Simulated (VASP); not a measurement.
Level of theory: PBE GGA, VASP's PBE PAW potentials (set 64) (plane waves; VASP 6.6.1).

The input files of a VASP run:

File POSCAR:
```
CoGe
1.0
  2.8699690000   0.0000000000   0.0000000000
  0.0000000000   2.8699690000   0.0000000000
  0.0000000000   0.0000000000   2.8699690000
Co Ge
1 1
direct
  0.0000000000   0.0000000000   0.0000000000
  0.5000000000   0.5000000000   0.5000000000
```

INCAR:
```
# general
SYSTEM  = CoGe
PREC    = Accurate
ENCUT   = 520
LREAL   = F
LASPH   = T

# electronic loop
EDIFF   = 1E-6
NELM    = 100
ALGO    = Normal
LMAXMIX = 4

# smearing
ISMEAR  = 1
SIGMA   = 0.1

# functional
GGA     = PE

# spin
ISPIN   = 2
MAGMOM  = 3.0 0.0

# ions
ISIF    = 2

# output
LWAVE   = F
LCHARG  = F
LORBIT  = 10
```

### KPOINTS
```
K-points
0
G
11 11 11
0 0 0
```

POTCAR, in this order: Co Ge (PBE.64 set). Program: vasp_std.

The resulting files:

### OSZICAR
```
       N       E                     dE             d eps       ncg     rms          rms(c)
DAV:   1     0.508816151267E+02    0.50882E+02   -0.58799E+03  2696   0.118E+03
DAV:   2    -0.100190762822E+02   -0.60901E+02   -0.56507E+02  2808   0.204E+02
DAV:   3    -0.120952087830E+02   -0.20761E+01   -0.20326E+01  3192   0.447E+01
DAV:   4    -0.121187222496E+02   -0.23513E-01   -0.23500E-01  3136   0.420E+00
DAV:   5    -0.121193424258E+02   -0.62018E-03   -0.62016E-03  3220   0.729E-01    0.134E+01
DAV:   6    -0.149022393479E+02   -0.27829E+01   -0.34953E+01  3024   0.929E+01    0.163E+01
DAV:   7    -0.115568955600E+02    0.33453E+01   -0.18041E+01  3104   0.637E+01    0.200E+00
DAV:   8    -0.115572913681E+02   -0.39581E-03   -0.24875E-01  2896   0.439E+00    0.137E+00
DAV:   9    -0.115430887540E+02    0.14203E-01   -0.37139E-02  3320   0.286E+00    0.677E-01
DAV:  10    -0.115418281748E+02    0.12606E-02   -0.80904E-04  3012   0.286E-01    0.129E-01
DAV:  11    -0.115416356428E+02    0.19253E-03   -0.86217E-04  3288   0.397E-01    0.658E-02
DAV:  12    -0.115416155845E+02    0.20058E-04   -0.45196E-05  3676   0.730E-02    0.292E-02
DAV:  13    -0.115416104484E+02    0.51361E-05   -0.15927E-05  3752   0.354E-02    0.919E-03
DAV:  14    -0.115416100880E+02    0.36039E-06   -0.48170E-07  1448   0.795E-03
   1 F= -.11541610E+02 E0= -.11541277E+02  d E =-.998888E-03  mag=     0.6952
```

### OUTCAR
```
------------------------ aborting loop because EDIFF is reached ----------------------------------------
  FORCE on cell =-STRESS in cart. coord.  units (eV):
  Direction    XX          YY          ZZ          XY          YZ          ZX
  --------------------------------------------------------------------------------------
  Total        1.7012244      1.7012244      1.7012244      0.0000000     -0.0000000     -0.0000000
  in kB      115.3029930    115.3029930    115.3029930      0.0000000     -0.0000000     -0.0000000
  external PRESSURE =     115.3029930 kB  Pullay stress =       0.0000000 kB
  volume of cell :       23.64
      direct lattice vectors                 reciprocal lattice vectors
     2.869969000  0.000000000  0.000000000     0.348435819  0.000000000  0.000000000
     0.000000000  2.869969000  0.000000000     0.000000000  0.348435819  0.000000000
     0.000000000  0.000000000  2.869969000     0.000000000  0.000000000  0.348435819
 POSITION                                       TOTAL-FORCE (eV/Angst)
 -----------------------------------------------------------------------------------
      0.00000      0.00000      0.00000         0.000000      0.000000      0.000000
      1.43498      1.43498      1.43498         0.000000      0.000000      0.000000
 -----------------------------------------------------------------------------------
    total drift:                                0.000000      0.000000      0.000000
  FREE ENERGIE OF THE ION-ELECTRON SYSTEM (eV)
  ---------------------------------------------------
  free  energy   TOTEN  =       -11.5416100880 eV

  energy  without entropy=      -11.5406111998  energy(sigma->0) =      -11.54127713

 total charge

# of ion       s       p       d       tot
------------------------------------------
    1        0.397   0.487   7.546   8.430
    2        1.112   1.225   0.163   2.500
--------------------------------------------------
tot          1.509   1.712   7.709  10.931

 magnetization (x)

# of ion       s       p       d       tot
------------------------------------------
    1        0.010   0.000   0.696   0.706
    2        0.001   0.009  -0.008   0.003
--------------------------------------------------
tot          0.011   0.010   0.688   0.709
```
(Selected blocks of OUTCAR.)

The structure was generated: CoGe was put into the CsCl type (Pm-3m), which need not be its known phase. The cell was not relaxed at this level. The run is one of a series of settings (ENCUT = 520, POTCAR Co Ge (PBE.64 set) against the base run), some of them coarse on purpose.
